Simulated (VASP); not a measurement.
Level of theory: optB88-vdW, VASP's PBE PAW potentials (set 64) (plane waves; VASP).

A VASP calculation is set up with these files.

File KPOINTS:
```
Automatic mesh
0
Gamma
18 18 18
0 0 0
```

File POSCAR:
```
Ni
1
    0.0000000000     1.7187016358     1.7187016358
    1.7187016358     0.0000000000     1.7187016358
    1.7187016358     1.7187016358     0.0000000000
Ni
1
Direct
  0.0000000000   0.0000000000   0.0000000000
```

### INCAR
```
SYSTEM = Ni
PREC = Accurate
ENCUT = 520
EDIFF = 1E-7
NELM = 100
ALGO = Normal
LREAL = .FALSE.
LASPH = .TRUE.
ISMEAR = 1
SIGMA = 0.1
GGA = BO
PARAM1 = 0.1833333333
PARAM2 = 0.22
LUSE_VDW = .TRUE.
AGGAC = 0.0
LMAXMIX = 4
ISPIN = 2
MAGMOM = 0.6
LORBIT = 10
LWAVE = .FALSE.
LCHARG = .FALSE.
ISIF = 2
```

POTCAR, in this order: Ni (PBE.64 set). Program: vasp_std.

Output

File OUTCAR:
```
 ion  position               nearest neighbor table
   1  0.000  0.000  0.000-
  LATTYP: Found a face centered cubic cell.
 ALAT       =     3.4374032716
 Subroutine PRICEL returns:
 Original cell was already a primitive cell.
 Subroutine GETGRP returns: Found 48 space group operations
The static configuration has the point symmetry O_h .
The dynamic configuration has the point symmetry O_h .
The overall configuration has the point symmetry O_h .
 Subroutine INISYM returns: Found 48 space group operations
 Subroutine IBZKPT returns following result:
 Found    195 irreducible k-points:

 Following reciprocal coordinates:
            Coordinates               Weight
  0.000000  0.000000  0.000000      1.000000
  0.055556  0.000000  0.000000      8.000000
  0.111111  0.000000  0.000000      8.000000
  0.166667  0.000000  0.000000      8.000000
  0.222222  0.000000  0.000000      8.000000
  0.277778  0.000000  0.000000      8.000000
  0.333333  0.000000  0.000000      8.000000
  0.388889  0.000000  0.000000      8.000000
  0.444444  0.000000  0.000000      8.000000
  0.500000  0.000000  0.000000      4.000000
  0.055556  0.055556  0.000000      6.000000
  0.111111  0.055556  0.000000     24.000000
  0.166667  0.055556  0.000000     24.000000
  0.222222  0.055556  0.000000     24.000000
  0.277778  0.055556  0.000000     24.000000
  0.333333  0.055556  0.000000     24.000000
  0.388889  0.055556  0.000000     24.000000
  0.444444  0.055556  0.000000     24.000000
  0.500000  0.055556  0.000000     24.000000
 -0.444444  0.055556  0.000000     24.000000
 -0.388889  0.055556  0.000000     24.000000
 -0.333333  0.055556  0.000000     24.000000
 -0.277778  0.055556  0.000000     24.000000
 -0.222222  0.055556  0.000000     24.000000
 -0.166667  0.055556  0.000000     24.000000
 -0.111111  0.055556  0.000000     24.000000
 -0.055556  0.055556  0.000000     12.000000
  0.111111  0.111111  0.000000      6.000000
  0.166667  0.111111  0.000000     24.000000
  0.222222  0.111111  0.000000     24.000000
  0.277778  0.111111  0.000000     24.000000
  0.333333  0.111111  0.000000     24.000000
  0.388889  0.111111  0.000000     24.000000
  0.444444  0.111111  0.000000     24.000000
  0.500000  0.111111  0.000000     24.000000
 -0.444444  0.111111  0.000000     24.000000
 -0.388889  0.111111  0.000000     24.000000
 -0.333333  0.111111  0.000000     24.000000
 -0.277778  0.111111  0.000000     24.000000
 -0.222222  0.111111  0.000000     24.000000
   k-points           NKPTS =    195   k-points in BZ     NKDIM =    195   number of bands    NBANDS=      9
   number of dos      NEDOS =    301   number of ions     NIONS =      1
   total plane-waves  NPLWV =   5832
   dimension x,y,z NGX =    18 NGY =   18 NGZ =   18
   dimension x,y,z NGXF=    36 NGYF=   36 NGZF=   36
   ions per type =               1
   PREC   = accura    normal or accurate (medium, high low for compatibility)
   ISTART =      0    job   : 0-new  1-cont  2-samecut
   ICHARG =      2    charge: 1-file 2-atom 10-const
   ISPIN  =      2    spin polarized calculation?
   LNONCOLLINEAR =      F non collinear calculations
   LSORBIT =      F    spin-orbit coupling
   INIWAV =      1    electr: 0-lowe 1-rand  2-diag
   ENCUT  =  520.0 eV  38.22 Ry    6.18 a.u.   4.52  4.52  4.52*2*pi/ulx,y,z
   NELM   =    100;   NELMIN=  2; NELMDL= -5     # of ELM steps
   EDIFF  = 0.1E-06   stopping-criterion for ELM
   LREAL  =      F    real-space projection
   NLSPLINE    = F    spline interpolate recip. space projectors
   LMAXMIX     =    4 max onsite mixed and CHGCAR
...
```

**OSZICAR**
```
       N       E                     dE             d eps       ncg     rms          rms(c)
DAV:   1     0.252953241724E+02    0.25295E+02   -0.48958E+03  7156   0.146E+03
DAV:   2    -0.308065826790E+01   -0.28376E+02   -0.27440E+02  7110   0.166E+02
DAV:   3    -0.350377194344E+01   -0.42311E+00   -0.42161E+00  8087   0.270E+01
DAV:   4    -0.350785373876E+01   -0.40818E-02   -0.40812E-02  7970   0.229E+00
DAV:   5    -0.350795861183E+01   -0.10487E-03   -0.10487E-03  8064   0.323E-01    0.996E+00
DAV:   6    -0.288113849665E+01    0.62682E+00   -0.12887E+01  7388   0.594E+01    0.509E+00
DAV:   7    -0.265582501977E+01    0.22531E+00   -0.19489E+00  7417   0.221E+01    0.214E+00
DAV:   8    -0.263719565863E+01    0.18629E-01   -0.23278E-02  9885   0.183E+00    0.915E-01
DAV:   9    -0.263545291319E+01    0.17427E-02   -0.11374E-03 10287   0.339E-01    0.238E-01
DAV:  10    -0.263506535603E+01    0.38756E-03   -0.42983E-04  8723   0.177E-01    0.413E-02
DAV:  11    -0.263507369288E+01   -0.83369E-05   -0.61861E-06  7785   0.370E-02    0.303E-02
DAV:  12    -0.263507588697E+01   -0.21941E-05   -0.19335E-06  8777   0.171E-02    0.504E-03
DAV:  13    -0.263507620330E+01   -0.31632E-06   -0.27597E-07  6699   0.554E-03    0.171E-03
DAV:  14    -0.263507620357E+01   -0.27330E-09   -0.55850E-09  3620   0.980E-04
   1 F= -.26350762E+01 E0= -.26352357E+01  d E =0.478525E-03  mag=     0.6008
```

File OUTCAR:
```
------------------------ aborting loop because EDIFF is reached ----------------------------------------
  FORCE on cell =-STRESS in cart. coord.  units (eV):
  Direction    XX          YY          ZZ          XY          YZ          ZX
  --------------------------------------------------------------------------------------
  Total        0.9285264      0.9285264      0.9285264      0.0000000      0.0000000     -0.0000000
  in kB      146.5120598    146.5120598    146.5120598      0.0000000      0.0000000     -0.0000000
  external PRESSURE =     146.5120598 kB  Pullay stress =       0.0000000 kB
  volume of cell :       10.15
      direct lattice vectors                 reciprocal lattice vectors
     0.000000000  1.718701636  1.718701636    -0.290917277  0.290917277  0.290917277
     1.718701636  0.000000000  1.718701636     0.290917277 -0.290917277  0.290917277
     1.718701636  1.718701636  0.000000000     0.290917277  0.290917277 -0.290917277
 POSITION                                       TOTAL-FORCE (eV/Angst)
 -----------------------------------------------------------------------------------
      0.00000      0.00000      0.00000         0.000000     -0.000000     -0.000000
 -----------------------------------------------------------------------------------
    total drift:                                0.000000     -0.000000      0.000000
  FREE ENERGIE OF THE ION-ELECTRON SYSTEM (eV)
  ---------------------------------------------------
  free  energy   TOTEN  =        -2.6350762036 eV

  energy  without entropy=       -2.6355547284  energy(sigma->0) =       -2.63523571

 total charge

# of ion       s       p       d       tot
------------------------------------------
    1        0.529   0.552   8.384   9.465

 magnetization (x)

# of ion       s       p       d       tot
------------------------------------------
    1       -0.006  -0.022   0.631   0.604
```
(Selected blocks of OUTCAR.)

The compound is Ni in the fcc structure. This cell is one point of a volume scan, at 0.94 of the reference volume.
